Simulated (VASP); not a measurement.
Method: PBEsol GGA, VASP's PBE PAW potentials (set 64) (plane waves; VASP).

The input files of a VASP run:

INCAR:
```
SYSTEM = Cd3HgTe4
PREC = Accurate; ENCUT = 400; LREAL = F
LASPH = T
EDIFF = 1E-6; NELM = 100; ALGO = Normal
LMAXMIX = 6
ISMEAR = 0; SIGMA = 0.05
GGA = PS
IBRION = 2; NSW = 60; ISIF = 3
EDIFFG = -0.02
LWAVE = F; LCHARG = F
```

### KPOINTS
```
K-points
0
G
3 3 5
0 0 0
```

File POSCAR:
```
Cd3HgTe4
1
   -0.0014771871     6.5128070838     6.5123136829
    6.5128070838    -0.0014771871     6.5123136829
    3.2556649483     3.2556649483    -0.0000000000
Hg Te Cd
1 4 3
Direct
  0.0000090124   0.0000090124   0.9999819751
  0.1252171736   0.1252171736   0.2495656528
  0.1251265311   0.6245721186   0.2503013503
  0.6245721186   0.1251265311   0.2503013503
  0.6250020578   0.6250020578   0.2499958844
  0.9998749540   0.5001371488   0.9999878972
  0.5001371488   0.9998749540   0.9999878972
  0.5000610037   0.5000610037   0.9998779926
```

POTCAR, in this order: Hg Te Cd (PBE.64 set). Program: vasp_std.

Output

**OSZICAR**
```
       N       E                     dE             d eps       ncg     rms          rms(c)
DAV:   1     0.417642778226E+03    0.41764E+03   -0.28037E+04  1376   0.119E+03
DAV:   2     0.252153432652E+01   -0.41512E+03   -0.40620E+03  1547   0.307E+02
DAV:   3    -0.214252447874E+02   -0.23947E+02   -0.23843E+02  1591   0.750E+01
DAV:   4    -0.217866931838E+02   -0.36145E+00   -0.36110E+00  1666   0.809E+00
DAV:   5    -0.217912326201E+02   -0.45394E-02   -0.45392E-02  1576   0.988E-01    0.119E+01
DAV:   6    -0.208352182098E+02    0.95601E+00   -0.24894E+00  1523   0.127E+01    0.957E+00
DAV:   7    -0.207892785749E+02    0.45940E-01   -0.89043E-01  1442   0.376E+00    0.381E+00
DAV:   8    -0.207810237144E+02    0.82549E-02   -0.84922E-02  1479   0.233E+00    0.123E+00
DAV:   9    -0.207810970537E+02   -0.73339E-04   -0.82720E-03  1513   0.731E-01    0.429E-01
DAV:  10    -0.207808071510E+02    0.28990E-03   -0.16384E-03  1484   0.269E-01    0.121E-01
DAV:  11    -0.207808409343E+02   -0.33783E-04   -0.62074E-04  1502   0.145E-01    0.369E-02
DAV:  12    -0.207808458013E+02   -0.48670E-05   -0.51598E-05  1517   0.449E-02    0.326E-02
DAV:  13    -0.207808485812E+02   -0.27799E-05   -0.86197E-06  1367   0.104E-02    0.113E-02
DAV:  14    -0.207808526700E+02   -0.40888E-05   -0.63612E-06  1134   0.102E-02    0.413E-03
DAV:  15    -0.207808529321E+02   -0.26211E-06   -0.16498E-07   861   0.196E-03
   1 F= -.20780853E+02 E0= -.20780752E+02  d E =-.207809E+02
       N       E                     dE             d eps       ncg     rms          rms(c)
DAV:   1    -0.208898933394E+02   -0.10904E+00   -0.23268E+00  1468   0.115E+01    0.238E+00
DAV:   2    -0.207951029198E+02    0.94790E-01   -0.28707E-01  1418   0.489E+00    0.740E-01
DAV:   3    -0.207859895880E+02    0.91133E-02   -0.29921E-02  1459   0.101E+00    0.689E-01
DAV:   4    -0.207844554115E+02    0.15342E-02   -0.32237E-03  1424   0.326E-01    0.159E-01
DAV:   5    -0.207841104917E+02    0.34492E-03   -0.14450E-03  1553   0.283E-01    0.906E-02
DAV:   6    -0.207841191379E+02   -0.86462E-05   -0.10125E-04  1518   0.672E-02    0.533E-02
DAV:   7    -0.207841163771E+02    0.27608E-05   -0.25442E-05  1572   0.323E-02    0.182E-02
DAV:   8    -0.207841183190E+02   -0.19419E-05   -0.54760E-06  1377   0.119E-02    0.806E-03
DAV:   9    -0.207841182650E+02    0.54010E-07   -0.46731E-07   796   0.483E-03
   2 F= -.20784118E+02 E0= -.20784083E+02  d E =-.326533E-02
       N       E                     dE             d eps       ncg     rms          rms(c)
DAV:   1    -0.207894194091E+02   -0.53011E-02   -0.11104E-01  1455   0.254E+00    0.536E-01
DAV:   2    -0.207849689873E+02    0.44504E-02   -0.13247E-02  1421   0.106E+00    0.171E-01
DAV:   3    -0.207845205560E+02    0.44843E-03   -0.13651E-03  1451   0.220E-01    0.158E-01
DAV:   4    -0.207844240137E+02    0.96542E-04   -0.16064E-04  1414   0.665E-02    0.349E-02
DAV:   5    -0.207844022152E+02    0.21798E-04   -0.70117E-05  1543   0.631E-02    0.200E-02
DAV:   6    -0.207844017200E+02    0.49514E-06   -0.51078E-06  1351   0.156E-02
   3 F= -.20784402E+02 E0= -.20784356E+02  d E =-.354879E-02
       N       E                     dE             d eps       ncg     rms          rms(c)
DAV:   1    -0.207845151260E+02   -0.11291E-03   -0.25225E-03  1475   0.380E-01    0.816E-02
DAV:   2    -0.207844109867E+02    0.10414E-03   -0.31313E-04  1433   0.162E-01    0.264E-02
DAV:   3    -0.207843999748E+02    0.11012E-04   -0.32668E-05  1472   0.335E-02    0.242E-02
DAV:   4    -0.207843963330E+02    0.36418E-05   -0.37768E-06  1081   0.105E-02    0.549E-03
DAV:   5    -0.207843952216E+02    0.11113E-05   -0.16483E-06   751   0.982E-03    0.283E-03
DAV:   6    -0.207843950464E+02    0.17526E-06   -0.24209E-07   751   0.346E-03
   4 F= -.20784395E+02 E0= -.20784348E+02  d E =-.354211E-02
       N       E                     dE             d eps       ncg     rms          rms(c)
DAV:   1    -0.207844224944E+02   -0.27273E-04   -0.52995E-04  1481   0.175E-01    0.368E-02
DAV:   2    -0.207844006982E+02    0.21796E-04   -0.62672E-05  1433   0.725E-02    0.113E-02
DAV:   3    -0.207843988932E+02    0.18049E-05   -0.64755E-06  1414   0.151E-02    0.106E-02
DAV:   4    -0.207843992524E+02   -0.35919E-06   -0.66699E-07   748   0.458E-03
   5 F= -.20784399E+02 E0= -.20784353E+02  d E =-.354632E-02
       N       E                     dE             d eps       ncg     rms          rms(c)
DAV:   1    -0.207845859422E+02   -0.18705E-03   -0.13919E-02  1391   0.569E-01    0.580E-02
DAV:   2    -0.207845530041E+02    0.32938E-04   -0.23284E-04  1591   0.882E-02    0.292E-02
DAV:   3    -0.207845336886E+02    0.19315E-04   -0.21296E-05  1532   0.277E-02    0.143E-02
DAV:   4    -0.207845296108E+02    0.40778E-05   -0.67906E-06  1594   0.159E-02    0.453E-03
DAV:   5    -0.207845295606E+02    0.50159E-07   -0.76846E-07   799   0.565E-03
   6 F= -.20784530E+02 E0= -.20784484E+02  d E =-.130308E-03
```

**OUTCAR**
```
------------------------ aborting loop because EDIFF is reached ----------------------------------------
  FORCE on cell =-STRESS in cart. coord.  units (eV):
  Direction    XX          YY          ZZ          XY          YZ          ZX
  --------------------------------------------------------------------------------------
  Total        0.0175705      0.0175705     -0.0535142      0.0115805     -0.0000000     -0.0000000
  in kB        0.1028872      0.1028872     -0.3133618      0.0678119     -0.0000000     -0.0000000
  external PRESSURE =      -0.0358624 kB  Pullay stress =       0.0000000 kB
  volume of cell :      273.61
      direct lattice vectors                 reciprocal lattice vectors
     0.002481384  6.494130662  6.487708686    -0.077022029  0.077022029  0.077068812
     6.494130662  0.002481384  6.487708686     0.077022029 -0.077022029  0.077068812
     3.248306023  3.248306023 -0.000000000     0.153926384  0.153926384 -0.154137624
 POSITION                                       TOTAL-FORCE (eV/Angst)
 -----------------------------------------------------------------------------------
      6.49661      6.49661     12.97488        -0.000000     -0.000000     -0.003883
      1.62415      1.62415      1.62760         0.000000      0.000000      0.018621
      4.86810      1.62851      4.86274        -0.009962      0.009962     -0.011467
      1.62851      4.86810      4.86274         0.009962     -0.009962     -0.011467
      4.87246      4.87246      8.10986        -0.000000     -0.000000     -0.003229
      3.25111      6.49381      9.73130         0.007466     -0.007466      0.001195
      6.49381      3.25111      9.73130        -0.007466      0.007466      0.001195
      6.49661      6.49661      6.48894         0.000000      0.000000      0.009034
 -----------------------------------------------------------------------------------
    total drift:                               -0.000002     -0.000002     -0.000209
  FREE ENERGIE OF THE ION-ELECTRON SYSTEM (eV)
  ---------------------------------------------------
  free  energy   TOTEN  =       -20.7845295606 eV

  energy  without entropy=      -20.7844382866  energy(sigma->0) =      -20.78448392

 reached required accuracy - stopping structural energy minimisation
```
(Selected blocks of OUTCAR.)

File CONTCAR:
```
Cd3HgTe4
   1.00000000000000
     0.0024813837684748    6.4941306624762092    6.4877086864447353
     6.4941306624762092    0.0024813837684748    6.4877086864447353
     3.2483060230726442    3.2483060230726442   -0.0000000000001888
  Hg              Te              Cd
     1     4     3
Direct
     0.9999587186690080    0.9999587186690080    0.0000825625619825
     0.1254370230549299    0.1254370230549299    0.2491259538901401
     0.1252465363831852    0.6242854087555749    0.2504680548612400
     0.6242854087555749    0.1252465363831852    0.2504680548612400
     0.6250174388028907    0.6250174388028907    0.2499651223942258
     0.9997388241615721    0.5002210188129279    0.0000401570255000
     0.5002210188129279    0.9997388241615721    0.0000401570255000
     0.5000950313599115    0.5000950313599115    0.9998099372801700
```

The structure was generated: Cd3HgTe4 was put into an ordered model structure (Amm2), which need not be its known phase. This run relaxes it. Symmetry was kept, so distortions that lower it aren't found. The start is the result of an earlier pass.
